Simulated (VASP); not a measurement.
A convergence study with VASP on CuZn (CsCl type): one setting is varied, all else stays as given below, so the limit is that of these other settings.

```yaml
crystal:
  lattice:
    - [2.95000, 0.00000, 0.00000]
    - [0.00000, 2.95000, 0.00000]
    - [0.00000, 0.00000, 2.95000]
  atoms:
    - { symbol: Zn, position: [0.50000, 0.50000, 0.50000] }
    - { symbol: Cu, position: [0.00000, 0.00000, 0.00000] }
```

These are PBE GGA, VASP's PBE PAW potentials (set 64) (plane waves; VASP) values and carry that method's errors. The tightest run used: 550 eV cut-off, 22×22×22 Γ-centred mesh, first-order Methfessel-Paxton smearing of 0.10 eV, potentials Zn Cu.

The reference is 22×22×22 mesh, which took about 70 core-seconds. Costs are core time on shared hosts, one run each; read them as rough ratios.

Task: Of the settings 1×1×1 mesh; 2×2×2 mesh; 3×3×3 mesh; 4×4×4 mesh; 5×5×5 mesh; 6×6×6 mesh; 7×7×7 mesh; 8×8×8 mesh; 9×9×9 mesh; 10×10×10 mesh; 11×11×11 mesh; 12×12×12 mesh; 13×13×13 mesh; 14×14×14 mesh; 15×15×15 mesh; 16×16×16 mesh; 17×17×17 mesh; 18×18×18 mesh; 19×19×19 mesh; 20×20×20 mesh; 21×21×21 mesh; 22×22×22 mesh, which is the lowest that keeps the difference from the reference in E (eV/atom) within 0.01 from there on, and what does it cost?

Result: 7×7×7 mesh; its cost over the reference is about 1/10.
| setting | difference in E (eV/atom) | cost over the reference |
|---|---|---|
| 1×1×1 mesh | 0.3482 | about 1/20 |
| 2×2×2 mesh | 0.0913 | about 1/20 |
| 3×3×3 mesh | 0.1870 | about 1/20 |
| 4×4×4 mesh | 0.0226 | about 1/20 |
| 5×5×5 mesh | 0.0041 | about 1/20 |
| 6×6×6 mesh | 0.0422 | about 1/10 |
| 7×7×7 mesh | 0.0081 | about 1/10 |
| 8×8×8 mesh | 0.0052 | about 1/9 |
| 9×9×9 mesh | 0.0066 | about 1/9 |
| 10×10×10 mesh | 0.0027 | about 1/9 |
| 11×11×11 mesh | 0.0023 | about 1/9 |
| 12×12×12 mesh | 0.0017 | about 1/4 |
| 13×13×13 mesh | 0.0019 | about 1/4 |
| 14×14×14 mesh | 0.0018 | about 1/4 |
| 15×15×15 mesh | 0.0009 | about 1/3 |
| 16×16×16 mesh | 0.0010 | about 1/2 |
| 17×17×17 mesh | 0.0012 | about 1/3 |
| 18×18×18 mesh | 0.0005 | about 1/3 |
| 19×19×19 mesh | 0.0006 | within a factor of 2 |
| 20×20×20 mesh | 0.0005 | within a factor of 2 |
| 21×21×21 mesh | 0.0001 | within a factor of 2 |
| 22×22×22 mesh | 0.0000 | reference |

Left out are rungs that failed or repeat a setting and relaxations that didn't move; long series are thinned to 24 rows.

The compound is CuZn in the CsCl type structure. The cell was not relaxed at this level. The electron count is odd and the run is not spin-polarised, which forces a metal.
